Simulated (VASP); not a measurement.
Wanted: the native input for a VASP 6.6.1 run.

```
Task                   : single point
Functional             : PBE
Potentials or basis    : VASP PAW PBE potentials, release 64 (C, B)
Cutoff                 : 520 eV
k mesh                 : 12 × 12 × 4
Occupations            : fermi-dirac, width 0.05 eV
Spin                   : no spin polarisation
Further INCAR settings : ALGO = Normal; EDIFF = 1e-07; NBANDS = 20
```

The structure of BC5 lies in POSCAR:

```
BC5
1.0
    2.5515512629      0.0000000000      0.0000000000
   -1.2757756315      2.2097082128      0.0000000000
    0.0000000000      0.0000000000      6.3996570000
C B
5 1
Direct
   -0.0170910000     -0.0067730000      0.9101540000
    0.6655450000      0.3273410000      0.5854170000
   -0.0033560000      0.0076570000      0.6650010000
    0.6622670000      0.3334080000      0.3366580000
    0.3702330000      0.6781470000      0.2663990000
    0.3492920000      0.6648720000      0.0035920000
```

The cell comes from a database or a generator and needn't be the stable form of this composition.

The cell isn't the ideal one: atoms moved at random, drawn with an rms of 0.05 Å.

One way to write it, as run:

INCAR

```
PREC     = Accurate       # precision mode
ENCUT    = 520            # plane-wave cutoff, eV
EDIFF    = 1E-7           # SCF threshold, eV
ISMEAR   = -1             # smearing method
SIGMA    = 0.05           # smearing width, eV
LREAL    = F              # projectors in reciprocal space
LASPH    = T              # aspherical terms in the spheres
NELM     = 80             # most SCF steps
ALGO     = Normal         # electronic algorithm
ISIF     = 2              # what is computed and relaxed
LWAVE    = F              # write WAVECAR
LCHARG   = T              # write CHGCAR
GGA      = PE             # functional
LELF     = T              # ELF
LVHAR    = T            
NBANDS   = 20             # bands
```

KPOINTS

```
regular mesh
0
Gamma
  12 12 4
```

Potentials or basis: VASP PAW PBE potentials, release 64 (C, B).

Launch:

```bash
$ cat potpaw_PBE.64/C/POTCAR potpaw_PBE.64/B/POTCAR > POTCAR
$ mpirun -np 1 vasp_std > vasp.out
```

Results of the run:

The pressure is 2.2 GPa and the largest force is 3.007 eV/Å. The band gap on the k mesh is none (metal or under the smearing width).

Run time: 4.1 min on 1 thread of AMD EPYC 7R43 64-Core Processor (Zen 3), on a shared host, peak memory 0.23 GiB.
